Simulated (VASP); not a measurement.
# LiRh with r2SCAN + rVV10: from relaxation to properties, part 2 of 5

What structure does LiRh take at this level, and what are its properties? The start is a computed cell from the Materials Project.

VASP 6.6.1; r2SCAN with rVV10; plane waves and PAW (Li_sv, Rh_pv).

Still holding for the runs below: The k-mesh is coarse for a metal.

So far. Step 2 (Relaxing cell and atoms (r2SCAN + rVV10)): It ends with forces that vanish by symmetry and a pressure of 0.01 GPa. The relaxed cell has a = 2.642, c = 4.300 Å (conventional setting).

## Step 3: Second relaxation

A relaxation keeps the plane waves of the cell it began with, so it is repeated from the new cell, on a basis made for it.

INCAR

```
SYSTEM = LiRh
PREC = Accurate
ENCUT = 650
EDIFF = 1E-06
NELM = 100
ISMEAR = 1
SIGMA = 0.2
LREAL = .FALSE.
ALGO = Normal
METAGGA = R2SCAN
LUSE_VDW = .TRUE.
IVDW_NL = 2
BPARAM = 11.95
CPARAM = 0.0093
LASPH = .TRUE.
NBANDS = 15
LORBIT = 11
LWAVE = .FALSE.
LCHARG = .FALSE.
KPAR = 2
IBRION = 2
NSW = 60
ISIF = 3
EDIFFG = -0.01
```

POSCAR

```
LiRh
1.0
    2.6423209497      0.0000000000      0.0000000000
   -1.3211604748      2.2883170673      0.0000000000
    0.0000000000      0.0000000000      4.3000015299
Li Rh
1 1
Direct
    0.0000000000      0.0000000000      0.5000000000
    0.6666666700      0.3333333300      0.0000000000
```

KPOINTS

```
Automatic mesh
0
Gamma
10 10 5
0 0 0
```

The projector-augmented-wave data sets are Li_sv and Rh_pv (PBE family, release 64).

Command:

```
$ mpirun -np 2 vasp_std
```

Output:

```text
[banner, memory and clock lines left out]
running    2 mpi-ranks, on    1 nodes
 distrk:  each k-point on    1 cores,    2 groups
 distr:  one band on    1 cores,    1 groups

 POSCAR found type information on POSCAR LiRh
 POSCAR found :  2 types and       2 ions
 [... a notice as in an earlier step ...]

 [... a notice as in an earlier step ...]

 LDA part: xc-table for (None), standard interpolation
 POSCAR, INCAR and KPOINTS ok, starting setup
 FFT: planning ... GRIDC
 FFT: planning ... GRID_SOFT
 FFT: planning ... GRID
 WAVECAR not read
 entering main loop
       N       E                     dE             d eps       ncg     rms          rms(c)
Total rVV10 correction in eV:      0.4700331    18.8182988
Total rVV10 correction in eV:      0.4700331    18.8182988
DAV:   1     0.147579310409E+03    0.14758E+03   -0.12862E+04  1260   0.161E+03
DAV:   2    -0.261886656149E+02   -0.17377E+03   -0.16811E+03  1386   0.410E+02
DAV:   3    -0.320583524898E+02   -0.58697E+01   -0.57470E+01  2439   0.645E+01
DAV:   4    -0.321381296287E+02   -0.79777E-01   -0.79770E-01  1366   0.645E+00
DAV:   5    -0.321385399240E+02   -0.41030E-03   -0.41029E-03  1740   0.489E-01    0.115E+01
Total rVV10 correction in eV:      0.4475426    18.8182984
Total rVV10 correction in eV:      0.4475426    18.8182984
DAV:   6    -0.268568619736E+02    0.52817E+01   -0.97702E+00  1554   0.353E+01    0.453E+00
Total rVV10 correction in eV:      0.4556678    18.8182984
Total rVV10 correction in eV:      0.4556678    18.8182984
DAV:   7    -0.264008836308E+02    0.45598E+00   -0.97197E-01  1528   0.104E+01    0.903E-01
Total rVV10 correction in eV:      0.4562844    18.8182984
Total rVV10 correction in eV:      0.4562844    18.8182984
DAV:   8    -0.263993247727E+02    0.15589E-02   -0.54120E-02  1561   0.236E+00    0.535E-01
Total rVV10 correction in eV:      0.4554089    18.8182984
Total rVV10 correction in eV:      0.4554089    18.8182984
DAV:   9    -0.264008868608E+02   -0.15621E-02   -0.71907E-03  1739   0.864E-01    0.159E-01
Total rVV10 correction in eV:      0.4550738    18.8182984
Total rVV10 correction in eV:      0.4550738    18.8182984
DAV:  10    -0.264013515547E+02   -0.46469E-03   -0.14659E-03  1471   0.408E-01    0.539E-02
Total rVV10 correction in eV:      0.4551215    18.8182984
Total rVV10 correction in eV:      0.4551215    18.8182984
DAV:  11    -0.264014178008E+02   -0.66246E-04   -0.15965E-04  1715   0.127E-01    0.220E-02
Total rVV10 correction in eV:      0.4551559    18.8182984
Total rVV10 correction in eV:      0.4551559    18.8182984
DAV:  12    -0.264014049413E+02    0.12860E-04   -0.21392E-05  1533   0.510E-02    0.452E-03
Total rVV10 correction in eV:      0.4551569    18.8182984
Total rVV10 correction in eV:      0.4551569    18.8182984
DAV:  13    -0.264014095453E+02   -0.46040E-05   -0.18651E-06  1531   0.143E-02    0.222E-03
Total rVV10 correction in eV:      0.4551605    18.8182984
Total rVV10 correction in eV:      0.4551605    18.8182984
DAV:  14    -0.264014167385E+02   -0.71932E-05   -0.48724E-07  1171   0.687E-03    0.367E-04
Total rVV10 correction in eV:      0.4551607    18.8182984
Total rVV10 correction in eV:      0.4551607    18.8182984
DAV:  15    -0.264014172595E+02   -0.52099E-06   -0.35245E-08   854   0.207E-03
Total rVV10 correction in eV:      0.4551605    18.8182984
Total rVV10 correction in eV:      0.4551605    18.8182984
Total rVV10 correction in eV:      0.4551603    18.8182984
Total rVV10 correction in eV:      0.4551603    18.8182984
   1 F= -.26401417E+02 E0= -.26396393E+02  d E =-.264014E+02
 curvature:   0.00 expect dE= 0.000E+00 dE for cont linesearch  0.000E+00
 trial: gam= 0.00000 g(F)=  0.138E-43 g(S)=  0.934E-07 ort = 0.000E+00 (trialstep = 0.100E+01)
 search vector abs. value=  0.935E-07
 reached required accuracy - stopping structural energy minimisation
```

It took 49 s on 2 MPI ranks of Intel Xeon 6975P-C (Granite Rapids), shared host; peak memory 0.51 GiB; 95 s of CPU time.

From OUTCAR (step 3):

```text
  LATTYP: Found a hexagonal cell.
 ALAT       =     2.6423209497
 C/A-ratio  =     1.6273577706

The static configuration has the point symmetry D_3h.

 Found     42 irreducible k-points:

   ENCUT  =  650.0 eV  47.77 Ry    6.91 a.u.   5.49  5.49  8.94*2*pi/ulx,y,z

   NELECT =      18.0000    total number of electrons

 E-fermi :   6.7238

 k-point     1 :       0.0000    0.0000    0.0000
  band No.  band energies     occupation
    ...
      4     -40.2283      2.00000
      5       0.4618      2.00000
      6       2.8915      2.00000
      7       4.5164      2.00000
      8       4.5164      2.00000
      9       6.9937     -0.06690
     10       6.9937     -0.06690
     11       7.4954     -0.00000
     12      15.1422      0.00000
     13      25.1552      0.00000
    ...

 k-point     2 :       0.1000   -0.0000    0.0000
  band No.  band energies     occupation
    ...
      5       0.8394      2.00000
      6       3.0384      2.00000
      7       4.3074      2.00000
      8       4.8063      2.00000
      9       5.7866      2.00000
     10       6.9177     -0.04339
     11       8.8801     -0.00000
     12      15.1190      0.00000
     13      24.3943      0.00000
     14      25.1590      0.00000
    ...

  Total        0.0012835      0.0012835      0.0007604      0.0000000     -0.0000000      0.0000000
  in kB        0.0790902      0.0790902      0.0468579      0.0000000     -0.0000000      0.0000000
  external PRESSURE =       0.0683461 kB  Pullay stress =       0.0000000 kB

  energy-cutoff  :      650.00
  volume of cell :       26.00
      direct lattice vectors                 reciprocal lattice vectors
     2.642320950  0.000000000  0.000000000     0.378455161  0.218501189  0.000000000
    -1.321160475  2.288317067  0.000000000     0.000000000  0.437002378  0.000000000
     0.000000000  0.000000000  4.300001530     0.000000000  0.000000000  0.232558057

 POSITION                                       TOTAL-FORCE (eV/Angst)
 -----------------------------------------------------------------------------------
      0.00000      0.00000      2.15000         0.000000      0.000000      0.000000
      1.32116      0.76277      0.00000        -0.000000      0.000000      0.000000
 -----------------------------------------------------------------------------------
    total drift:                               -0.000013      0.000008      0.000000

  FREE ENERGIE OF THE ION-ELECTRON SYSTEM (eV)
  ---------------------------------------------------
  free  energy   TOTEN  =       -26.4014172595 eV

  energy  without entropy=      -26.3863430625  energy(sigma->0) =      -26.39639253

[... 5 parts as in an earlier step ...]

[... 7 further parts left out ...]
```

CONTCAR:

```
LiRh
   1.00000000000000
     2.6423209497000002    0.0000000000000000    0.0000000000000000
    -1.3211604748000001    2.2883170673000000    0.0000000000000000
     0.0000000000000000    0.0000000000000000    4.3000015299000003
  Li              Rh
     1     1
Direct
     0.0000000000000000    0.0000000000000000    0.5000000000000000
     0.6666666699999979    0.3333333300000021    0.0000000000000000
```

Little changed from the start: no atom moved by 0.005 Å and no cell edge by 0.1 %.

This step gave:

```
pressure                        : 0.006835 GPa
SCF cycles over all ionic steps : 15
```

It ends with forces that vanish by symmetry and a pressure of 0.01 GPa. The volume moved by under 0.01 %: the run met its threshold at the first step.

## Step 4: Density, ELF and potential (r2SCAN + rVV10)

A single point on the relaxed cell gives a clean self-consistent state, with density, ELF and potential written out.

INCAR, as its differences from that of step 3:

```diff
@@ -18,7 +18,5 @@
 LWAVE = .FALSE.
-LCHARG = .FALSE.
-KPAR = 2
-IBRION = 2
-NSW = 60
-ISIF = 3
-EDIFFG = -0.01
+LCHARG = .TRUE.
+ISIF = 2
+LELF = .TRUE.
+LVHAR = .TRUE.
```

POSCAR is that of step 3.

KPOINTS is that of step 3.

Command:

```
$ mpirun -np 2 vasp_std
```

Output:

```text
[banner, memory and clock lines left out]
running    2 mpi-ranks, on    1 nodes
 distrk:  each k-point on    2 cores,    1 groups
 distr:  one band on    1 cores,    2 groups

 POSCAR found type information on POSCAR LiRh
 POSCAR found :  2 types and       2 ions
 [... a notice as in an earlier step ...]

 [... a notice as in an earlier step ...]

 LDA part: xc-table for (None), standard interpolation
|                                                                             |
|           W    W    AA    RRRRR   N    N  II  N    N   GGGG   !!!           |
|           W    W   A  A   R    R  NN   N  II  NN   N  G    G  !!!           |
|           W    W  A    A  R    R  N N  N  II  N N  N  G       !!!           |
|           W WW W  AAAAAA  RRRRR   N  N N  II  N  N N  G  GGG   !            |
|           WW  WW  A    A  R   R   N   NN  II  N   NN  G    G                |
|           W    W  A    A  R    R  N    N  II  N    N   GGGG   !!!           |
|                                                                             |
|     The number of bands has been changed from the values supplied in        |
|     The orbitals not found in the WAVECAR file will be initialized with     |
|     random numbers, which is usually adequate. For correlated               |
|     calculations, however, you should redo the groundstate calculation.     |
|     I found NBANDS = 15. Now, NBANDS = 16.                                  |
|                                                                             |

 POSCAR, INCAR and KPOINTS ok, starting setup
 FFT: planning ... GRIDC
 FFT: planning ... GRID_SOFT
 FFT: planning ... GRID
 WAVECAR not read
 entering main loop
       N       E                     dE             d eps       ncg     rms          rms(c)
Total rVV10 correction in eV:      0.4700331    18.8182988
DAV:   1     0.144249850536E+03    0.14425E+03   -0.12486E+04  1344   0.150E+03
DAV:   2    -0.263353317828E+02   -0.17059E+03   -0.16490E+03  1488   0.386E+02
DAV:   3    -0.320753572916E+02   -0.57400E+01   -0.56342E+01  2432   0.613E+01
DAV:   4    -0.321377261636E+02   -0.62369E-01   -0.62353E-01  1456   0.611E+00
DAV:   5    -0.321385322016E+02   -0.80604E-03   -0.80602E-03  1928   0.545E-01    0.115E+01
Total rVV10 correction in eV:      0.4475421    18.8182984
DAV:   6    -0.268561661831E+02    0.52824E+01   -0.92999E+00  1624   0.331E+01    0.451E+00
Total rVV10 correction in eV:      0.4556627    18.8182984
DAV:   7    -0.264008482962E+02    0.45532E+00   -0.92358E-01  1576   0.961E+00    0.899E-01
Total rVV10 correction in eV:      0.4562788    18.8182984
DAV:   8    -0.263992824006E+02    0.15659E-02   -0.51772E-02  1688   0.222E+00    0.530E-01
Total rVV10 correction in eV:      0.4554270    18.8182984
DAV:   9    -0.264008658579E+02   -0.15835E-02   -0.66269E-03  1768   0.790E-01    0.165E-01
Total rVV10 correction in eV:      0.4550724    18.8182984
DAV:  10    -0.264013517695E+02   -0.48591E-03   -0.15470E-03  1640   0.397E-01    0.536E-02
Total rVV10 correction in eV:      0.4551211    18.8182984
DAV:  11    -0.264014188305E+02   -0.67061E-04   -0.16275E-04  1704   0.122E-01    0.222E-02
Total rVV10 correction in eV:      0.4551549    18.8182984
DAV:  12    -0.264014050381E+02    0.13792E-04   -0.20874E-05  1704   0.481E-02    0.438E-03
Total rVV10 correction in eV:      0.4551569    18.8182984
DAV:  13    -0.264014096184E+02   -0.45803E-05   -0.18892E-06  1656   0.135E-02    0.222E-03
Total rVV10 correction in eV:      0.4551607    18.8182984
DAV:  14    -0.264014167977E+02   -0.71794E-05   -0.47417E-07  1280   0.648E-03    0.398E-04
Total rVV10 correction in eV:      0.4551607    18.8182984
DAV:  15    -0.264014172076E+02   -0.40992E-06   -0.31844E-08   936   0.188E-03
Total rVV10 correction in eV:      0.4551605    18.8182984
Total rVV10 correction in eV:      0.4551603    18.8182984
   1 F= -.26401417E+02 E0= -.26396392E+02  d E =-.150742E-01
```

Run time: 40 s. Hardware: 2 MPI ranks; peak memory 0.4 GiB.

OUTCAR, selected parts (step 4):

```text
The static configuration has the point symmetry D_3h.

 Found     42 irreducible k-points:

   k-points           NKPTS =     42   k-points in BZ     NKDIM =     42   number of bands    NBANDS=     16

   NELECT =      18.0000    total number of electrons

 E-fermi :   6.7238

 k-point     1 :       0.0000    0.0000    0.0000
  band No.  band energies     occupation
    ...
      4     -40.2283      2.00000
      5       0.4618      2.00000
      6       2.8915      2.00000
      7       4.5164      2.00000
      8       4.5164      2.00000
      9       6.9937     -0.06690
     10       6.9937     -0.06690
     11       7.4954     -0.00000
     12      15.1422      0.00000
     13      25.1548      0.00000
    ...

 k-point     3 :       0.2000   -0.0000    0.0000
  band No.  band energies     occupation
    ...
      6       3.3158      2.00000
      7       4.1662      2.00000
      8       4.5889      2.00000
      9       5.6191      2.00000
     10       6.7238      1.00014
     11      10.6260     -0.00000
     12      15.0090      0.00000
     13      21.0850      0.00000
     14      23.4354      0.00000
     15      25.1587      0.00000
    ...

  Total        0.0012715      0.0012715      0.0007874      0.0000000     -0.0000000      0.0000000
  in kB        0.0783521      0.0783521      0.0485191      0.0000000     -0.0000000      0.0000000
  external PRESSURE =       0.0684077 kB  Pullay stress =       0.0000000 kB

 POSITION                                       TOTAL-FORCE (eV/Angst)
 -----------------------------------------------------------------------------------
      0.00000      0.00000      2.15000        -0.000000      0.000000      0.000000
      1.32116      0.76277      0.00000         0.000000     -0.000000      0.000000
 -----------------------------------------------------------------------------------
    total drift:                               -0.000013      0.000008      0.000000

  FREE ENERGIE OF THE ION-ELECTRON SYSTEM (eV)
  ---------------------------------------------------
  free  energy   TOTEN  =       -26.4014172076 eV

  energy  without entropy=      -26.3863430102  energy(sigma->0) =      -26.39639248

[... 11 parts as in an earlier step ...]

[... 2 further parts left out ...]
```

Numbers from this step:

- electronic steps: 15
- bands: 16
- pressure: 0.006841 GPa

Valence electrons inside each PAW sphere by angular momentum. Sphere charges, by row:

```tsv
atom	s (e)	p (e)	d (e)	tot (e)
Li1	2.036	0.03	0	2.067
Rh2	0.467	6.219	7.183	13.87
```

Electrostatic potential energy in the ac plane at fractional y = 0.000, with atoms of Li within 0.2 Å of it. With pseudopotentials it is smooth inside the atoms' cores, unlike the true potential.

Values in eV, 22 rows by 14 columns:
```
  1   0   0  -5 -15 -24 -31 -33 -31 -24 -15  -5   0   0
  2   1   0  -2  -9 -18 -23 -26 -23 -18  -9  -2   0   1
  2   2   1   0  -3  -9 -13 -15 -13  -8  -3   0   1   2
  2   2   2   1   0  -1  -3  -4  -3  -1   0   1   1   2
  2   2   1   1   1   1   1   1   1   1   1   1   1   2
  0   0   1   1   1   1   1   1   1   1   1   1   1   0
 -3  -3  -2  -1   0   1   2   2   2   1   0  -1  -2  -3
 -9  -7  -4  -3  -1   1   1   2   1   1  -1  -3  -4  -7
-30 -26 -12  -4  -3   0   1   1   1   0  -3  -5 -12 -26
-35 -35 -27  -8  -4  -2   0   1   0  -2  -4  -8 -27 -35
-35 -35 -33 -11  -4  -2   0   0   0  -2  -4 -11 -33 -35
-35 -35 -27  -8  -4  -2   0   1   0  -2  -4  -8 -27 -35
-30 -26 -12  -4  -3   0   1   1   1   0  -3  -5 -12 -26
 -9  -7  -4  -3  -1   1   1   2   1   1  -1  -3  -4  -7
 -3  -3  -2  -1   0   1   2   2   2   1   0  -1  -2  -3
  0   0   1   1   1   1   1   1   1   1   1   1   1   0
  2   2   1   1   1   1   1   1   1   1   1   1   1   2
  2   2   2   1   0  -1  -3  -4  -3  -1   0   1   1   2
  2   2   1   0  -3  -9 -13 -15 -13  -8  -3   0   1   2
  2   1   0  -2  -9 -18 -23 -26 -23 -18  -9  -2   0   1
  1   0   0  -5 -15 -24 -31 -33 -31 -24 -15  -5   0   0
  1   0   0  -6 -17 -26 -33 -35 -33 -27 -17  -6   0   0
```
Columns run along a (2.6 Å; values clipped at the 3rd and 97th percentile), rows up along c (4.3 Å). Atoms in or near the plane, at fractional coordinates: Li at (0.00, 0.50).

ELF in the ac plane at fractional y = 0.000, with atoms of Li within 0.2 Å of it. It is the smooth field of the valence electrons, not physical close to the nuclei.

Ten even steps from '_' (0.0) to '@' (1.0):
```
--::::::::----------::::::::
--::::::::----------::::::::
----::::::::------::::::::--
----::::::::::::::::::::::--
------::::::::::::::::::----
....::::--------------::::..
______..::----------::..____
__________::------::________
##++..______::::::______..++
@@@@**______......______**@@
@@@@%%..______..______..%%@@
@@@@**______......______**@@
##++..______::::::______..++
__________::------::________
______..::----------::..____
....::::--------------::::..
------::::::::::::::::::----
----::::::::::::::::::::::--
----::::::::------::::::::--
--::::::::----------::::::::
--::::::::----------::::::::
--::::::::----------::::::::
```
Columns run along a (2.6 Å), rows up along c (4.3 Å). Atoms in or near the plane, at fractional coordinates: Li at (0.00, 0.50).

Valence density in the ac plane at fractional y = 0.000, with atoms of Li within 0.2 Å of it. It is the smooth field of the valence electrons, not physical close to the nuclei.

Ten steps, logarithmic in the rise over the least value, from '0' (0 e/Å³) to '9' (11 e/Å³):
```
22234556554322
22233455543322
22223344433222
11122233322211
11111222221111
11111111111111
00000111110000
22100000000012
66310000000136
98620000000268
99730000000379
98620000000268
66310000000136
22100000000012
00000111110000
11111111111111
11111222221111
11122233322211
22223344433222
22233455543322
22234556554322
22234566654322
```
Columns run along a (2.6 Å), rows up along c (4.3 Å). Atoms in or near the plane, at fractional coordinates: Li at (0.00, 0.50).

In this run the pressure is 0.01 GPa, small enough to go on.

(Part 2 of 5 ends here.)

[Lines on the potential files, build, host, timing and source positions are cut from VASP's logs without a mark.]

[Logs are printed without paths, hosts, clocks, repeated set-up lines and the standing remarks that a program may print on its own settings, such as how far it seeks lower states.]

[Hosts, paths, dates, database ids (printed as entryN), source tags and the programs' standing remarks are cut or masked in the printed files.]

[A measured line is paired with the nearest computed mode of its activity, which favours agreement.]
